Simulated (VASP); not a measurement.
Given:

```yaml
crystal:
  lattice:
    - [1.64996, -5.48369, 0.00000]
    - [1.64996, 5.48369, 0.00000]
    - [0.00000, 0.00000, 4.53617]
  atoms:
    - { symbol: P, position: [0.09548, 0.90452, 0.91145] }
    - { symbol: P, position: [0.40452, 0.59548, 0.41145] }
    - { symbol: P, position: [0.59548, 0.40452, 0.58855] }
    - { symbol: P, position: [0.90452, 0.09548, 0.08855] }
```

Level of theory: r2SCAN meta-GGA, VASP's PBE PAW potentials (set 64) (plane waves; VASP). Numerical set-up: 400 eV cut-off, 8×8×6 Γ-centred mesh, tetrahedra with Blöchl corrections, potentials P.

The cores are frozen, which limits the accuracy of field gradients.

### Question
Give the principal components of the electric field gradient (V/Å²) and the asymmetry η at each nucleus.

### Answer

```
atom   Vxx   Vyy    Vzz     η
----  ----  ----  -----  ----
P1    44.6  37.8  -82.4  0.08
P2    44.6  37.8  -82.4  0.08
P3    44.6  37.8  -82.4  0.08
P4    44.6  37.8  -82.4  0.08
```

The compound is P in the black structure. It was relaxed first, which changed the volume by +8 %.
